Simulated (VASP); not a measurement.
Consider the following.

```xyz
2
Lattice="0.0000 2.6508 2.6508 2.6508 0.0000 2.6508 2.6508 2.6508 0.0000" Properties=species:S:1:pos:R:3 pbc="T T T"
Al     0.0000     0.0000     0.0000
P      1.3254     1.3254     1.3254
```

These are PBEsol GGA, VASP's PBE PAW potentials (set 64) (plane waves; VASP 6.6.1) values and carry that method's errors. Run with 500 eV cut-off, 9×9×9 Γ-centred mesh, Gaussian smearing of 0.050 eV, potentials Al P.

### Question
What does the run give for the energy per atom (σ→0), pressure?

### Answer

The energy per atom (σ→0) comes out as -5.445 eV/atom and the pressure comes out as 9.95 GPa.

The compound is AlP in the zinc blende structure. It was relaxed first under an external pressure of 10 GPa.
